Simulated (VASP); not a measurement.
# MnTeS: structure and properties in VASP, part 3 of 9

Wanted: the relaxed cell of MnTeS and its properties. The cell is invented: it takes the structure of a Materials Project entry for TiTeS (space group 156 there), with some of its atoms replaced by other elements, volume scaled by an estimate. It may not be a known or stable phase.

VASP 6.6.1, plane waves and PAW; the level of theory is named at each step.

Still holding for the runs below: The cell holds one magnetic atom, so no antiferromagnetic order fits into it. The k-mesh is coarse for a metal. The bonds form layers, held to each other by dispersion, which PBEsol lacks, so the spacing between them is unreliable.

So far, moment of the cell, from the last line of the log (μB): step 2 (rough relaxation of the start cell) 4.12; step 3 (full relaxation (PBEsol + U)) 3.57.

### 4. Second relaxation

Level of this step: PBEsol, DFT+U (Mn d 5.3 eV), spin-polarised from a ferromagnetic start (one magnetic atom a cell); plane waves and PAW (Te, Mn_pv, S); invented cell (VASP).

The basis stayed that of the start cell while the cell moved. A rerun from the cell reached resets it; the error of the finite cutoff stays. The mesh changes with the cell too.

INCAR reads:

```
SYSTEM = MnTeS
PREC = Accurate
ENCUT = 400
EDIFF = 1E-06
NELM = 100
ISMEAR = 0
SIGMA = 0.05
LREAL = .FALSE.
ALGO = Normal
GGA = PS
NBANDS = 20
ISPIN = 2
MAGMOM = 0 4 0
LDAU = .TRUE.
LDAUTYPE = 2
LDAUL = -1 2 -1
LDAUU = 0 5.3 0
LDAUJ = 0 0 0
LDAUPRINT = 1
LASPH = .TRUE.
LMAXMIX = 4
LORBIT = 11
LWAVE = .FALSE.
LCHARG = .FALSE.
IBRION = 2
NSW = 60
ISIF = 3
EDIFFG = -0.01
```

POSCAR reads:

```
MnTeS
1.0
    3.6540386966      0.0000000041      0.0000000000
   -1.8270188398      3.1644899259      0.0000000000
    0.0000000000      0.0000000000      5.6837838891
Te Mn S
1 1 1
Direct
    0.0000000000      0.0000000000      0.7044306826
    0.3333333300      0.6666666700      0.0426543318
    0.6666666700      0.3333333300      0.2529139856
```

KPOINTS reads:

```
Automatic mesh
0
Gamma
6 6 4
0 0 0
```

The projector-augmented-wave data sets are Te, Mn_pv and S (PBE family, release 64).

Launch:

```
> mpirun -np 1 vasp_std
```

The log of the run:

```text
[... set-up lines as in an earlier step ...]
 entering main loop
       N       E                     dE             d eps       ncg     rms          rms(c)
DAV:   1     0.148496669955E+03    0.14850E+03   -0.11593E+04  2160   0.983E+02
DAV:   2    -0.637116775788E+01   -0.15487E+03   -0.14977E+03  2028   0.265E+02
DAV:   3    -0.157835414698E+02   -0.94124E+01   -0.92407E+01  2248   0.681E+01
DAV:   4    -0.159551236537E+02   -0.17158E+00   -0.17135E+00  2224   0.977E+00
DAV:   5    -0.159583105702E+02   -0.31869E-02   -0.31867E-02  2272   0.142E+00    0.151E+01
DAV:   6    -0.174798240340E+02   -0.15215E+01   -0.60122E+01  2068   0.635E+01    0.239E+01
DAV:   7    -0.154096552494E+02    0.20702E+01   -0.16161E+01  2136   0.357E+01    0.820E+00
DAV:   8    -0.157727458020E+02   -0.36309E+00   -0.17601E+00  2544   0.868E+00    0.523E+00
DAV:   9    -0.156545733822E+02    0.11817E+00   -0.88564E-01  2520   0.750E+00    0.340E+00
DAV:  10    -0.157966239524E+02   -0.14205E+00   -0.13543E-01  2304   0.385E+00    0.175E+00
DAV:  11    -0.158203229182E+02   -0.23699E-01   -0.45166E-02  2408   0.173E+00    0.644E-01
DAV:  12    -0.158214484404E+02   -0.11255E-02   -0.79804E-03  2368   0.604E-01    0.216E-01
DAV:  13    -0.158215062412E+02   -0.57801E-04   -0.11497E-03  2112   0.318E-01    0.131E-01
DAV:  14    -0.158215460204E+02   -0.39779E-04   -0.20064E-04  2372   0.117E-01    0.435E-02
DAV:  15    -0.158215431961E+02    0.28244E-05   -0.15897E-05  2200   0.322E-02    0.263E-02
DAV:  16    -0.158215477287E+02   -0.45326E-05   -0.24622E-05  2432   0.410E-02    0.917E-03
DAV:  17    -0.158215478886E+02   -0.15997E-06   -0.12734E-06  1396   0.804E-03
   1 F= -.15821548E+02 E0= -.15820533E+02  d E =-.158215E+02  mag=     3.5417
 curvature:   0.00 expect dE= 0.000E+00 dE for cont linesearch  0.000E+00
 trial: gam= 0.00000 g(F)=  0.162E-03 g(S)=  0.115E-02 ort = 0.000E+00 (trialstep = 0.100E+01)
 search vector abs. value=  0.131E-02
 bond charge predicted
       N       E                     dE             d eps       ncg     rms          rms(c)
DAV:   1    -0.158230600368E+02   -0.15123E-02   -0.11766E-01  2600   0.507E+00    0.385E-01
DAV:   2    -0.158232343618E+02   -0.17433E-03   -0.17517E-02  2080   0.129E+00    0.223E-01
DAV:   3    -0.158229029195E+02    0.33144E-03   -0.71560E-04  2328   0.292E-01    0.127E-01
DAV:   4    -0.158227273552E+02    0.17556E-03   -0.23584E-04  2312   0.139E-01    0.568E-02
DAV:   5    -0.158227233821E+02    0.39731E-05   -0.38462E-05  2220   0.455E-02    0.250E-02
DAV:   6    -0.158227237579E+02   -0.37583E-06   -0.46368E-06  2128   0.202E-02
   2 F= -.15822724E+02 E0= -.15821595E+02  d E =-.117587E-02  mag=     3.5417
[... from here on, the cycles between the ionic steps are left out ...]
   3 F= -.15824776E+02 E0= -.15823776E+02  d E =-.322781E-02  mag=     3.5380
   4 F= -.15824947E+02 E0= -.15823964E+02  d E =-.339892E-02  mag=     3.5245
   5 F= -.15825809E+02 E0= -.15824784E+02  d E =-.861889E-03  mag=     3.5041
   6 F= -.15825855E+02 E0= -.15824754E+02  d E =-.907811E-03  mag=     3.4937
   7 F= -.15826284E+02 E0= -.15824999E+02  d E =-.429157E-03  mag=     3.4986
   8 F= -.15826281E+02 E0= -.15824965E+02  d E =-.426234E-03  mag=     3.5011
   9 F= -.15826581E+02 E0= -.15825245E+02  d E =-.300061E-03  mag=     3.5058
  10 F= -.15827299E+02 E0= -.15826568E+02  d E =-.101774E-02  mag=     3.5206
  11 F= -.15827411E+02 E0= -.15826841E+02  d E =-.112364E-03  mag=     3.5228
  12 F= -.15827424E+02 E0= -.15827007E+02  d E =-.125153E-03  mag=     3.5255
  13 F= -.15827437E+02 E0= -.15826967E+02  d E =-.138423E-03  mag=     3.5244
  14 F= -.15827563E+02 E0= -.15827110E+02  d E =-.125680E-03  mag=     3.5245
  15 F= -.15827833E+02 E0= -.15827426E+02  d E =-.396312E-03  mag=     3.5249
  16 F= -.15827892E+02 E0= -.15827553E+02  d E =-.455034E-03  mag=     3.5259
  17 F= -.15827946E+02 E0= -.15827588E+02  d E =-.508825E-03  mag=     3.5255
  18 F= -.15828050E+02 E0= -.15827692E+02  d E =-.104228E-03  mag=     3.5248
  19 F= -.15828056E+02 E0= -.15827697E+02  d E =-.110014E-03  mag=     3.5247
  20 F= -.15828049E+02 E0= -.15827690E+02  d E =-.103596E-03  mag=     3.5244
  21 F= -.15828055E+02 E0= -.15827696E+02  d E =-.109055E-03  mag=     3.5246
 curvature:  -0.14 expect dE=-0.213E-05 dE for cont linesearch -0.706E-08
 ZBRENT: interpolating
 opt :   1.1051  next Energy=   -15.828055 (dE=-0.109E-03)
 bond charge predicted
       N       E                     dE             d eps       ncg     rms          rms(c)
DAV:   1    -0.158280552817E+02    0.10782E-06   -0.11059E-05  2140   0.459E-02    0.659E-03
DAV:   2    -0.158280549592E+02    0.32249E-06   -0.28094E-06  1696   0.184E-02
  22 F= -.15828055E+02 E0= -.15827697E+02  d E =-.109118E-03  mag=     3.5246
 curvature:  -0.59 expect dE=-0.807E-05 dE for cont linesearch -0.821E-07
 trial: gam=-0.05649 g(F)=  0.784E-05 g(S)=  0.581E-05 ort = 0.642E-05 (trialstep = 0.912E+00)
 search vector abs. value=  0.139E-04
 reached required accuracy - stopping structural energy minimisation
```

The job ended after 3.2 min (1 MPI rank of Intel Xeon 6975P-C (Granite Rapids), shared host; peak memory 0.2 GiB).

OUTCAR, selected parts (step 4):

```text
  LATTYP: Found a hexagonal cell.
 ALAT       =     3.6540386966
 C/A-ratio  =     1.5554799391

The static configuration has the point symmetry C_3v.

 Found     24 irreducible k-points:

   k-points           NKPTS =     24   k-points in BZ     NKDIM =     24   number of bands    NBANDS=     20

   ENCUT  =  400.0 eV  29.40 Ry    5.42 a.u.   5.96  5.96  9.27*2*pi/ulx,y,z

   NELECT =      25.0000    total number of electrons

atom =   2  type =  2  l = 2

 onsite density matrix

spin component  1

  0.9200 -0.0000 -0.0000  0.0197  0.0000
 -0.0000  0.9000 -0.0000  0.0000  0.0197
 -0.0000 -0.0000  0.9292 -0.0000 -0.0000
  0.0197  0.0000 -0.0000  0.9000  0.0000
  0.0000  0.0197 -0.0000  0.0000  0.9200

spin component  2

  0.0642  0.0000 -0.0000 -0.0519  0.0000
  0.0000  0.0950  0.0000  0.0000 -0.0519
 -0.0000  0.0000  0.0271  0.0000 -0.0000
 -0.0519  0.0000  0.0000  0.0950 -0.0000
  0.0000 -0.0519 -0.0000 -0.0000  0.0642

 occupancies and eigenvectors

  o =  0.0254  v =  0.0000  0.0000  0.0000  0.0000  0.0000 -0.3471  0.5393  0.0000 -0.2592  0.7222      0.0000  0.0000  0.0000  0.0000  0.0000  0.0000  0.0000  0.0000  0.0000  0.0000
  o =  0.0254  v =  0.0000  0.0000  0.0000  0.0000  0.0000 -0.7222 -0.2592 -0.0000 -0.5393 -0.3471      0.0000  0.0000  0.0000  0.0000  0.0000  0.0000  0.0000  0.0000  0.0000  0.0000
  o =  0.0271  v =  0.0000  0.0000  0.0000  0.0000  0.0000  0.0000  0.0000 -1.0000  0.0000  0.0000      0.0000  0.0000  0.0000  0.0000  0.0000  0.0000  0.0000  0.0000  0.0000  0.0000
  o =  0.1338  v =  0.0000  0.0000  0.0000  0.0000  0.0000  0.2592  0.7222  0.0000 -0.3471 -0.5393      0.0000  0.0000  0.0000  0.0000  0.0000  0.0000  0.0000  0.0000  0.0000  0.0000
  o =  0.1338  v =  0.0000  0.0000  0.0000  0.0000  0.0000 -0.5393  0.3471  0.0000  0.7222 -0.2592      0.0000  0.0000  0.0000  0.0000  0.0000  0.0000  0.0000  0.0000  0.0000  0.0000
  o =  0.8879  v = -0.2264 -0.7685  0.0000  0.3693  0.4710  0.0000  0.0000  0.0000  0.0000  0.0000      0.0000  0.0000  0.0000  0.0000  0.0000  0.0000  0.0000  0.0000  0.0000  0.0000
  o =  0.8879  v = -0.4710  0.3693 -0.0000  0.7684 -0.2264  0.0000  0.0000  0.0000  0.0000  0.0000      0.0000  0.0000  0.0000  0.0000  0.0000  0.0000  0.0000  0.0000  0.0000  0.0000
  o =  0.9292  v = -0.0000 -0.0000 -1.0000 -0.0000 -0.0000  0.0000  0.0000  0.0000  0.0000  0.0000      0.0000  0.0000  0.0000  0.0000  0.0000  0.0000  0.0000  0.0000  0.0000  0.0000
  o =  0.9321  v =  0.3693 -0.4710  0.0000  0.2264 -0.7684  0.0000  0.0000  0.0000  0.0000  0.0000      0.0000  0.0000  0.0000  0.0000  0.0000  0.0000  0.0000  0.0000  0.0000  0.0000
  o =  0.9321  v =  0.7684  0.2264 -0.0001  0.4710  0.3693  0.0000  0.0000  0.0000  0.0000  0.0000      0.0000  0.0000  0.0000  0.0000  0.0000  0.0000  0.0000  0.0000  0.0000  0.0000

 E-fermi :   6.1778

 spin component 1
 k-point     1 :       0.0000    0.0000    0.0000
  band No.  band energies     occupation
    ...
      9       1.3559      1.00000
     10       1.3559      1.00000
     11       2.2226      1.00000
     12       6.0638      0.99937
     13       6.0638      0.99937
     14       7.5612      0.00000
     15       7.5612      0.00000
     16       7.7310      0.00000
     17      10.1080      0.00000
     18      12.1507      0.00000
    ...

 k-point     2 :       0.1667   -0.0000    0.0000
  band No.  band energies     occupation
    ...
     10       1.3679      1.00000
     11       2.2825      1.00000
     12       4.5185      1.00000
     13       5.4540      1.00000
     14       6.1210      0.94574
     15       7.6757      0.00000
     16       7.7417      0.00000
     17      11.1688      0.00000
     18      12.4937      0.00000
     19      13.6284      0.00000
    ...

 k-point     3 :       0.3333   -0.0000    0.0000
  band No.  band energies     occupation
    ...
     10       1.4524      1.00000
     11       2.4482      1.00000
     12       2.9664      1.00000
     13       4.2852      1.00000
     14       4.5282      1.00000
     15       6.6665      0.00000
     16       7.6442      0.00000
     17      10.8096      0.00000
     18      12.1594      0.00000
     19      12.7389      0.00000
    ...

 k-point     4 :       0.5000   -0.0000    0.0000
  band No.  band energies     occupation
    ...
     11       2.6502      1.00000
     12       3.0157      1.00000
     13       3.4056      1.00000
     14       4.1025      1.00000
     15       5.6474      1.00000
     16       7.5876      0.00000
     17      10.5007      0.00000
     18      11.6553      0.00000
     19      12.3668      0.00000
     20      13.2947      0.00000

  Total       -0.0125424     -0.0125424      0.0068236     -0.0000000      0.0000000      0.0000000
  in kB       -0.3083278     -0.3083277      0.1677422     -0.0000001      0.0000000      0.0000000
  external PRESSURE =      -0.1496378 kB  Pullay stress =       0.0000000 kB

  energy-cutoff  :      400.00
  volume of cell :       65.17
      direct lattice vectors                 reciprocal lattice vectors
     3.730580749  0.000000017  0.000000000     0.268054779  0.154761476 -0.000000000
    -1.865289845  3.230777256  0.000000000    -0.000000001  0.309523040 -0.000000000
    -0.000000000  0.000000000  5.407496600    -0.000000000 -0.000000000  0.184928457

 POSITION                                       TOTAL-FORCE (eV/Angst)
 -----------------------------------------------------------------------------------
     -0.00000      0.00000      3.79649        -0.000000      0.000000      0.008666
      0.00000      2.15385      0.22069         0.000000     -0.000000     -0.009327
      1.86529      1.07693      1.39032        -0.000000      0.000000      0.000660
 -----------------------------------------------------------------------------------
    total drift:                                0.000004     -0.000003     -0.001326

  FREE ENERGIE OF THE ION-ELECTRON SYSTEM (eV)
  ---------------------------------------------------
  free  energy   TOTEN  =       -15.8280549592 eV

  energy  without entropy=      -15.8273381502  energy(sigma->0) =      -15.82769655

 total charge
# of ion       s       p       d       tot
------------------------------------------
    1        1.419   1.848   0.039   3.306
    2        0.277   6.239   4.894  11.410
    3        1.350   2.321   0.000   3.670
--------------------------------------------------
tot          3.046  10.407   4.933  18.387

 magnetization (x)
# of ion       s       p       d       tot
------------------------------------------
    1       -0.006  -0.409  -0.001  -0.415
    2        0.040   0.036   4.215   4.291
    3       -0.003  -0.200   0.000  -0.202
--------------------------------------------------
tot          0.032  -0.573   4.214   3.673

[... 3 parts as in an earlier step ...]

[... 11 further parts left out ...]
```

Step by step:

```csv
step,energy less that of the first step (eV),largest force (eV/Å),pressure (GPa),volume (Å³)
1,0.0000,0.0451,0.01,65.72
2,-0.0012,0.0179,-0.03,65.74
3,-0.0032,0.0640,-0.09,65.78
4,-0.0034,0.0818,-0.16,65.79
5,-0.0043,0.0613,0.06,65.49
6,-0.0043,0.0596,0.20,65.33
7,-0.0047,0.0329,-0.04,65.51
8,-0.0047,0.0367,-0.11,65.54
9,-0.0050,0.0301,-0.08,65.40
10,-0.0058,0.0322,0.11,64.96
11,-0.0059,0.0429,0.10,64.93
12,-0.0059,0.0564,0.10,64.89
13,-0.0059,0.0502,0.10,64.91
14,-0.0060,0.0473,0.06,64.95
15,-0.0063,0.0367,-0.05,65.09
16,-0.0063,0.0211,-0.18,65.38
17,-0.0064,0.0245,-0.13,65.28
18,-0.0065,0.0120,-0.02,65.20
19,-0.0065,0.0107,-0.02,65.18
20,-0.0065,0.0129,0.04,65.15
21,-0.0065,0.0107,-0.01,65.17
22,-0.0065,0.0093,-0.01,65.17
```

```csv
"conventional cell, symmetrised",before,after,change
a (Å),3.654,3.731,+2.1 %
b (Å),3.654,3.731,+2.1 %
c (Å),5.684,5.407,-4.9 %
volume (Å³/atom),21.91,21.72,-0.8 %
```

The atoms that moved most (Å, as changes of fractional coordinates times the final cell):

```csv
atom,dx,dy,dz,length
S3,0.000,0.000,0.023,0.023
Te1,0.000,0.000,-0.013,0.013
Mn2,0.000,0.000,-0.010,0.010
```

The relaxed structure:

```xyz
3
Lattice="3.7306 0.0000 0.0000 -1.8653 3.2308 0.0000 0.0000 0.0000 5.4075" Properties=species:S:1:pos:R:3 pbc="T T T"
Te    0.0000    0.0000    3.7965
Mn    0.0000    2.1539    0.2207
S     1.8653    1.0769    1.3903
```

This step gave:

```yaml
irreducible_k_points: 24
free_energy_toten: -15.83 eV
energy_at_zero_smearing: -15.83 eV
fermi_energy: 6.178 eV
pressure: -0.01496 GPa
moment_of_the_cell_from_the_last_line_of_the_log: 3.525 μB
scf_cycles_over_all_ionic_steps: 144
```

Spin moment in the PAW sphere by atom:

```csv
atom,spin moment in the PAW sphere (μB)
Te1,-0.41
Mn2,4.29
S3,-0.20
```

It ends with a largest force of 0.009 eV/Å and a pressure of -0.01 GPa.

[end of part 3 of 9]

[Lines on the potential files, build, host, timing and source positions are cut from VASP's logs without a mark.]

[Logs are printed without paths, hosts, clocks, repeated set-up lines and the standing remarks that a program may print on its own settings, such as how far it seeks lower states.]

[Hosts, paths, dates, database ids (printed as entryN), source tags and the programs' standing remarks are cut or masked in the printed files.]

[A measured line is paired with the nearest computed mode of its activity, which favours agreement.]
